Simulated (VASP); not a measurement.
# ZnAu: structure and properties in VASP, part 4 of 4

Aim: relax ZnAu, then compute properties on the relaxed cell. The cell is invented: it takes the structure of COD entry 9008804, MgAu (space group 221 there), with some of its atoms replaced by other elements, volume scaled by an estimate. It may not be a known or stable phase. The atoms of the start are displaced at random from the sites of a Pm-3m cell.

VASP 6.6.1; PBEsol; plane waves and PAW (Au, Zn); invented cell.

Still holding for the runs below: This run has no spin polarisation. Its electron count is odd, so without a moment it is a metal by construction. The k-mesh is coarse for a metal. Spin-orbit coupling is off here; with elements this heavy it splits and shifts levels by tenths of an eV or more.

So far. Step 13 (Volume scan with PBEsol, volume scale 1.06): The pressure falls from -5.08 to -7.09 GPa. The parabola predicted -6.97 GPa, +0.12 GPa off. Step 15 (Fit for PBEsol): The fitted volume lies +0.14 % from the relaxed one. At a finite cutoff and mesh the minimum of the energy and the zero of the stress don't quite coincide, and the relaxation stops at a threshold. The relaxed cell has a = 3.129 Å (conventional setting).

## (16) Optical spectrum (PBEsol)

This step: PBEsol; plane waves and PAW (Au, Zn); invented cell (VASP 6.6.1).

LOPTICS sums transitions from filled to empty bands. The mesh is finer than in the run before. NBANDS is raised for it.

INCAR

```
SYSTEM = ZnAu
PREC = Accurate
ENCUT = 400
EDIFF = 1E-06
NELM = 100
ISMEAR = 1
SIGMA = 0.2
LREAL = .FALSE.
ALGO = Normal
GGA = PS
LORBIT = 11
LWAVE = .FALSE.
LCHARG = .FALSE.
LOPTICS = .TRUE.
NEDOS = 1500
CSHIFT = 0.1
NBANDS = 27
```

POSCAR

```
ZnAu
1.0
    3.1287497945      0.0000000000      0.0000000000
    0.0000000000      3.1287497945      0.0000000000
    0.0000000000      0.0000000000      3.1287497945
Au Zn
1 1
Direct
    0.0000000000      0.0000000000      0.0000000000
    0.5000000000      0.5000000000      0.5000000000
```

KPOINTS

```
Automatic mesh
0
Gamma
9 9 9
0 0 0
```

PAW data sets: Au and Zn (PBE family, release 64).

On the command line:

```
> mpirun -np 1 vasp_std
```

Output:

```text
[... set-up lines as in an earlier step ...]
 entering main loop
       N       E                     dE             d eps       ncg     rms          rms(c)
DAV:   1     0.125701200063E+03    0.12570E+03   -0.83805E+03  2077   0.917E+02
DAV:   2     0.115901653804E+01   -0.12454E+03   -0.11397E+03  1952   0.225E+02
DAV:   3    -0.644303971019E+01   -0.76021E+01   -0.75244E+01  2238   0.545E+01
DAV:   4    -0.651508605156E+01   -0.72046E-01   -0.72009E-01  2118   0.508E+00
DAV:   5    -0.651564240923E+01   -0.55636E-03   -0.55633E-03  2209   0.443E-01    0.917E+00
DAV:   6    -0.598133005822E+01    0.53431E+00   -0.97101E-01  2287   0.951E+00    0.559E+00
DAV:   7    -0.595094716690E+01    0.30383E-01   -0.26163E-02  2683   0.238E+00    0.297E+00
DAV:   8    -0.594100965820E+01    0.99375E-02   -0.70994E-03  2266   0.623E-01    0.147E-01
DAV:   9    -0.594098279546E+01    0.26863E-04   -0.24200E-04  2343   0.262E-01    0.657E-02
DAV:  10    -0.594098616863E+01   -0.33732E-05   -0.36076E-05  2224   0.421E-02    0.197E-02
DAV:  11    -0.594098675002E+01   -0.58138E-06   -0.10806E-06  1867   0.102E-02
   1 F= -.59409868E+01 E0= -.59411449E+01  d E =0.474504E-03
 optical routines
 imaginary and real dielectric function
 recalculating local potential from charge density
 direction            1
 direction            2
 direction            3
```

The job ended after 19 s (1 MPI rank of AMD EPYC 7R43, shared host; peak memory 0.12 GiB).

Parts of OUTCAR (step 16):

```text
   k-points           NKPTS =     35   k-points in BZ     NKDIM =     35   number of bands    NBANDS=     27

   NELECT =      23.0000    total number of electrons

 E-fermi :   7.2076

 k-point     1 :       0.0000    0.0000    0.0000
  band No.  band energies     occupation
    ...
      7       1.6559      2.00000
      8       1.6559      2.00000
      9       3.3775      2.00000
     10       3.3775      2.00000
     11       3.3775      2.00000
     12      12.1079      0.00000
     13      12.1079      0.00000
     14      12.1079      0.00000
     15      16.1715      0.00000
     16      19.3802      0.00000
    ...

  Total        0.0214656      0.0214656      0.0214656     -0.0000000      0.0000000     -0.0000000
  in kB        1.1228982      1.1228982      1.1228982     -0.0000000      0.0000000     -0.0000000
  external PRESSURE =       1.1228982 kB  Pullay stress =       0.0000000 kB

  FREE ENERGIE OF THE ION-ELECTRON SYSTEM (eV)
  ---------------------------------------------------
  free  energy   TOTEN  =        -5.9409867500 eV

  energy  without entropy=       -5.9414612540  energy(sigma->0) =       -5.94114492

 plasma frequency squared (from intraband transitions) (eV^2)
  --------------------------------------------------------------------------------------
     124.228      -0.000      -0.000
       0.000     124.228      -0.000
      -0.000       0.000     124.228

[... 8 parts as in an earlier step ...]

[... 9 further parts left out ...]
```

These are independent-particle spectra without excitons or local fields, and fine structure depends on the mesh and on CSHIFT. The intraband (Drude) part is not in this spectrum.

Numbers from this step:

- bands: 27
- irreducible k-points: 35
- free energy (TOTEN): -5.941 eV
- energy at zero smearing: -5.941 eV
- Fermi energy: 7.208 eV
- pressure: 0.1123 GPa

The imaginary dielectric function, xx has structure finer than the step of the table below, so its rows give means over 1 eV, whole bins alone (the curve runs from 0 to 25.0 eV). Peaks (eV: height): 1.8: 7.09, 2.5: 16.5, 4.1: 7.32, 7.8: 5.20.

Imaginary dielectric function, xx against photon energy; means over each step:

photon energy (eV), imaginary dielectric function, xx and a bar:
```
        1        0.6 
        2        6.7 ##############################
        3        6.6 #############################
        4        5.6 ########################
        5        3.3 #############
        6        3.4 ##############
        7        4.0 #################
        8        4.2 #################
        9        3.6 ###############
       10        2.5 #########
       11        2.3 ########
       12        1.9 ######
       13        1.8 ######
       14        1.8 ######
       15        1.6 #####
       16        1.7 #####
       17        1.7 #####
       18        1.3 ###
       19        1.1 ##
       20        0.9 #
       21        0.9 ##
       22        0.8 #
       23        0.7 
       24        0.9 ##
```

The real dielectric function, xx by photon energy:

```csv
photon energy (eV),"real dielectric function, xx"
0,8.73
1,10.1
2,8.89
3,3.13
4,4.58
5,3.36
6,2.74
7,1.78
8,0.458
9,0.897
10,0.813
11,0.323
12,0.469
13,1.16
14,0.600
15,1.08
16,0.654
17,0.309
18,0.195
19,0.197
20,0.391
21,0.542
22,0.647
23,0.636
24,0.764
```

## (17) What came out

* relaxed volume: 15.31 Å³/atom
* relaxed conventional cell a, b, c: 3.129, 3.129, 3.129 Å
* space group after relaxing, within 0.02 Å: Pm-3m (No. 221)
* band gap: none, a metal
* DOS at the Fermi level: 0.542 states/eV/cell
* bulk modulus from the fit: 135 GPa
* volume from the fit: 15.3 Å³/atom

What this shows: With PBEsol, ZnAu relaxes to 15.31 Å³/atom in space group Pm-3m, comes out as a metal and has a bulk modulus of 135 GPa. Bands along the symmetry lines (PBEsol): Of the bands kept, 2 cross the Fermi level on this path. Spin-orbit coupling is left out, and with elements this heavy it would split and shift bands near the Fermi level. The k-sampling is coarse for a metal, so the Fermi level, pressures and the shape of the cell carry errors. With an odd electron count and no spin the cell is a metal by construction. No search among competing phases was made. All values are for a static lattice at zero temperature.

[Lines on the potential files, build, host, timing and source positions are cut from VASP's logs without a mark.]

[Logs are printed without paths, hosts, clocks, repeated set-up lines and the standing remarks that a program may print on its own settings, such as how far it seeks lower states.]

[Hosts, paths, dates, database ids (printed as entryN), source tags and the programs' standing remarks are cut or masked in the printed files.]

[A measured line is paired with the nearest computed mode of its activity, which favours agreement.]
